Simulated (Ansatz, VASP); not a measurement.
# RbLuSe2 in two plane-wave programs

Aim: how closely do two programs agree when they are given the same cell, functional and k mesh? The cell is taken from a series of runs on this material, whose earlier steps may have relaxed, scaled, displaced or heated it; both programs get it as it stands.

Method: plane waves, with VASP 6.6.1 beside it; relaxation of cell and atoms at PBEsol, in Ansatz 0.2.0.

## Step 1: Set-up

The structure is trigonal, space group R-3m (No. 166). The conventional cell has a = 4.092 Å, b = 4.092 Å, c = 23.535 Å, α = 90.00°, β = 90.00°, γ = 120.00°. Nearest to Rb lie 6 Se at 3.37 Å. Nearest to Lu lie 6 Se at 2.81 Å. Se has 3 Lu at 2.81 Å and 3 Rb at 3.37 Å nearest. Farther neighbours and most contacts between anions are not listed.

## Step 2: VASP: relaxation of cell and atoms, PBEsol

The relaxed volume is the usual yardstick between codes: in a stiff, nearly cubic crystal its relative difference is about their pressure difference at one cell divided by the bulk modulus.

Lines of VASP's logs that name or quote its potential files are left out, and so is its time.

INCAR

```
SYSTEM = RbLuSe2
PREC = Accurate
ENCUT = 500
EDIFF = 1E-07
NELM = 120
ISMEAR = 0
SIGMA = 0.01
LREAL = .FALSE.
ALGO = Normal
GGA = PS
NBANDS = 21
LORBIT = 11
LWAVE = .FALSE.
LCHARG = .FALSE.
ISIF = 3
IBRION = 2
NSW = 80
EDIFFG = -0.005
LASPH = .TRUE.
GGA_COMPAT = .FALSE.
NELMIN = 4
EFERMI = MIDGAP
KPAR = 2
```

POSCAR

```
RbLuSe2
1.0
    2.0460000000      1.1812590000      7.8448770000
   -2.0460000000      1.1812590000      7.8448770000
    0.0000000000     -2.3625180000      7.8448770000
Rb Lu Se
1 1 2
Direct
    0.0000000000      0.0000000000      0.0000000000
    0.5000000212      0.5000000212      0.5000000212
    0.2314318844      0.2314318844      0.2314318844
    0.7685681581      0.7685681581      0.7685681581
```

KPOINTS

```
Automatic mesh
0
Gamma
9 9 9
0 0 0
```

The projector-augmented-wave data sets are Rb_sv, Lu_3 and Se (PBE family, release 64).

The run is started by

```sh
> mpirun -np 2 vasp_std
```

Numbers of over 12 decimals in the logs are rounded to 6 here.

Output:

```text
[banner, memory and clock lines left out]
running    2 mpi-ranks, on    1 nodes
 distrk:  each k-point on    1 cores,    2 groups
 distr:  one band on    1 cores,    1 groups

 POSCAR found type information on POSCAR RbLuSe
 POSCAR found :  3 types and       4 ions
|                                                                             |
|               ----> ADVICE to this user running VASP <----                  |
|                                                                             |
|     You enforced a specific xc type in the INCAR file but a different       |
|     [... a line on the potential file left out ...]
|     I HOPE YOU KNOW WHAT YOU ARE DOING!                                     |
|                                                                             |

 LDA part: xc-table for (Slater+PW92), standard interpolation
 POSCAR, INCAR and KPOINTS ok, starting setup
 FFT: planning ... GRIDC
 FFT: planning ... GRID_SOFT
 FFT: planning ... GRID
 WAVECAR not read
 entering main loop
       N       E                     dE             d eps       ncg     rms          rms(c)
DAV:   1     0.171983181959E+03    0.17198E+03   -0.12805E+04  5360   0.135E+03
DAV:   2    -0.806703670566E+01   -0.18005E+03   -0.17191E+03  6340   0.429E+02
DAV:   3    -0.208234811904E+02   -0.12756E+02   -0.12668E+02  6064   0.911E+01
DAV:   4    -0.211517113754E+02   -0.32823E+00   -0.32755E+00  5817   0.103E+01
DAV:   5    -0.211695758589E+02   -0.17864E-01   -0.17852E-01  5483   0.185E+00    0.222E+01
DAV:   6    -0.205123298201E+02    0.65725E+00   -0.14915E+00  5956   0.977E+00    0.148E+01
DAV:   7    -0.204819392968E+02    0.30391E-01   -0.10047E+00  5900   0.826E+00    0.115E+00
DAV:   8    -0.204495330596E+02    0.32406E-01   -0.22128E-01  6004   0.410E+00    0.266E-01
DAV:   9    -0.204504926684E+02   -0.95961E-03   -0.10259E-02  4488   0.602E-01    0.196E-01
DAV:  10    -0.204507049741E+02   -0.21231E-03   -0.89331E-04  5926   0.222E-01    0.972E-02
DAV:  11    -0.204508837965E+02   -0.17882E-03   -0.19110E-04  4316   0.985E-02    0.577E-02
DAV:  12    -0.204509126100E+02   -0.28813E-04   -0.35897E-05  5613   0.438E-02    0.240E-02
DAV:  13    -0.204509169409E+02   -0.43309E-05   -0.11299E-05  4848   0.222E-02    0.438E-03
DAV:  14    -0.204509172250E+02   -0.28414E-06   -0.10475E-06  5390   0.710E-03    0.268E-03
DAV:  15    -0.204509173352E+02   -0.11014E-06   -0.80155E-08  3335   0.273E-03    0.225E-03
DAV:  16    -0.204509173852E+02   -0.50054E-07   -0.20143E-08  2666   0.272E-03
   1 F= -.20450917E+02 E0= -.20450917E+02  d E =-.204509E+02
[...]
2 F= -.20451102E+02 E0= -.20451102E+02  d E =-.184982E-03
[...]
3 F= -.20451103E+02 E0= -.20451103E+02  d E =-.185143E-03
[...]
4 F= -.20451175E+02 E0= -.20451175E+02  d E =-.725912E-04
 trial-energy change:   -0.000073  1 .order   -0.000074   -0.000092   -0.000055
 step:   2.5234(harm=  2.5234)  dis= 0.00374  next Energy=   -20.451219 (dE=-0.116E-03)
 bond charge predicted
       N       E                     dE             d eps       ncg     rms          rms(c)
DAV:   1    -0.204514152809E+02   -0.24017E-03   -0.15526E-02  5321   0.120E+00    0.893E-02
DAV:   2    -0.204512794586E+02    0.13582E-03   -0.77967E-04  5242   0.187E-01    0.456E-02
DAV:   3    -0.204512231332E+02    0.56325E-04   -0.10675E-04  6155   0.110E-01    0.180E-02
DAV:   4    -0.204512157236E+02    0.74096E-05   -0.24696E-05  6350   0.519E-02    0.102E-02
DAV:   5    -0.204512149967E+02    0.72688E-06   -0.15359E-06  5592   0.156E-02    0.345E-03
DAV:   6    -0.204512147818E+02    0.21491E-06   -0.51784E-07  5945   0.755E-03    0.960E-04
DAV:   7    -0.204512147623E+02    0.19495E-07   -0.32480E-08  2480   0.213E-03
   5 F= -.20451215E+02 E0= -.20451215E+02  d E =-.112234E-03
 curvature:  -1.58 expect dE=-0.161E-06 dE for cont linesearch -0.823E-07
 trial: gam= 0.00000 g(F)=  0.103E-07 g(S)=  0.916E-07 ort =-0.245E-05 (trialstep = 0.130E+01)
 search vector abs. value=  0.102E-06
 reached required accuracy - stopping structural energy minimisation
```

Parts of OUTCAR (step 2):

```text
ion  position               nearest neighbor table
   1  0.000  0.000  0.000-   3 3.37   3 3.37   3 3.37   4 3.37   4 3.37   4 3.37   2 4.58   2 4.58
                             2 4.58   2 4.58   2 4.58   2 4.58
   2  0.500  0.500  0.500-   4 2.81   4 2.81   3 2.81   3 2.81   4 2.81   3 2.81   1 4.58   1 4.58
                             1 4.58   1 4.58   1 4.58   1 4.58
   3  0.231  0.231  0.231-   2 2.81   2 2.81   2 2.81   1 3.37   1 3.37   1 3.37
   4  0.769  0.769  0.769-   2 2.81   2 2.81   2 2.81   1 3.37   1 3.37   1 3.37

  LATTYP: Found a trigonal (rhomboedric) cell.
 ALAT       =     8.1928983864
 COS(alpha) =     0.8752713270

 Subroutine GETGRP returns: Found 12 space group operations
 (whereof 12 operations were pure point group operations)

The static configuration has the point symmetry D_3d.

 Found     85 irreducible k-points:

   k-points           NKPTS =     85   k-points in BZ     NKDIM =     85   number of bands    NBANDS=     21

   dimension x,y,z NGX =    60 NGY =   60 NGZ =   60
   dimension x,y,z NGXF=   120 NGYF=  120 NGZF=  120

   ENCUT  =  500.0 eV  36.75 Ry    6.06 a.u.  14.94 14.94 14.94*2*pi/ulx,y,z

   NELECT =      30.0000    total number of electrons

 k-points in reciprocal lattice and weights: Automatic mesh
   0.00000000  0.00000000  0.00000000       0.001
   0.11111111  0.00000000  0.00000000       0.008
   0.22222222  0.00000000  0.00000000       0.008
   0.33333333  0.00000000  0.00000000       0.008
   0.44444444  0.00000000  0.00000000       0.008
   0.11111111  0.11111111  0.00000000       0.008
   0.22222222  0.11111111 -0.00000000       0.016
   0.33333333  0.11111111  0.00000000       0.016
   0.44444444  0.11111111 -0.00000000       0.016
[...]
0.44444444  0.44444444  0.44444444       0.003
  -0.44444444  0.44444444  0.44444444       0.008

 average (electrostatic) potential at core
       1 -36.5969       2 -32.7636       3 -54.8426       4 -54.8426

 E-fermi :   2.6876

 k-point     1 :       0.0000    0.0000    0.0000
  band No.  band energies     occupation
    ...
     11       0.0728      2.00000
     12       0.0728      2.00000
     13       1.3659      2.00000
     14       1.7627      2.00000
     15       1.7627      2.00000
     16       4.3437      0.00000
     17       4.8455      0.00000
     18       5.0021      0.00000
     19       5.0021      0.00000
     20       6.6330      0.00000
    ...

 k-point     2 :       0.1111    0.0000    0.0000
  band No.  band energies     occupation
    ...
     11      -0.1226      2.00000
     12       0.1075      2.00000
     13       1.0556      2.00000
     14       1.3995      2.00000
     15       1.5768      2.00000
     16       4.6571      0.00000
     17       4.8008      0.00000
     18       5.2778      0.00000
     19       5.4841      0.00000
     20       6.3901      0.00000
    ...

 k-point     3 :       0.2222    0.0000    0.0000
  band No.  band energies     occupation
    ...
     11      -0.4879      2.00000
     12       0.0346      2.00000
     13       0.1883      2.00000
     14       1.2062      2.00000
     15       1.2904      2.00000
     16       4.4511      0.00000
     17       5.2663      0.00000
     18       5.8332      0.00000
     19       6.1845      0.00000
     20       6.7336      0.00000
    ...

  Total       -0.0009596     -0.0009596     -0.0023982      0.0000000      0.0000000      0.0000000
  in kB       -0.0135166     -0.0135166     -0.0337793      0.0000000      0.0000000      0.0000000
  external PRESSURE =      -0.0202709 kB  Pullay stress =       0.0000000 kB

  energy-cutoff  :      500.00
  volume of cell :      113.75
      direct lattice vectors                 reciprocal lattice vectors
     2.045362853  1.180891143  7.849117740     0.244455403  0.141136351  0.042467618
    -2.045362853  1.180891143  7.849117740    -0.244455403  0.141136351  0.042467618
     0.000000000 -2.361782286  7.849117740     0.000000000 -0.282272702  0.042467618

 POSITION                                       TOTAL-FORCE (eV/Angst)
 -----------------------------------------------------------------------------------
      0.00000      0.00000      0.00000         0.000000     -0.000000     -0.000000
      0.00000      0.00000     11.77368         0.000000      0.000000     -0.000000
      0.00000      0.00000      5.44359        -0.000000     -0.000000      0.000327
      0.00000      0.00000     18.10377         0.000000      0.000000     -0.000327
 -----------------------------------------------------------------------------------
    total drift:                                0.000000      0.000000     -0.000452

  FREE ENERGIE OF THE ION-ELECTRON SYSTEM (eV)
  ---------------------------------------------------
  free  energy   TOTEN  =       -20.4512147623 eV

  energy  without entropy=      -20.4512147623  energy(sigma->0) =      -20.45121476

 reached required accuracy - stopping structural energy minimisation

 total charge
# of ion       s       p       d       tot
------------------------------------------
    1        1.944   5.344   0.038   7.326
    2        0.354   6.584   0.925   7.863
    3        1.437   2.474   0.011   3.922
    4        1.437   2.474   0.011   3.922
--------------------------------------------------
tot          5.172  16.875   0.985  23.032

[... 3 further parts left out ...]
```

The data set Lu_3 holds the 4f electrons frozen in the core, so no f bands or f moments appear. The run keeps the 12 symmetry operations of its start, so it cannot find a distortion of lower symmetry.

(Part 1 of 2 ends here.)

[Lines on the potential files, build, host, timing and source positions are cut from VASP's logs without a mark.]

[Logs are printed without paths, hosts, clocks, repeated set-up lines and the standing remarks that a program may print on its own settings, such as how far it seeks lower states.]

[Hosts, paths, dates, database ids (printed as entryN), source tags and the programs' standing remarks are cut or masked in the printed files.]
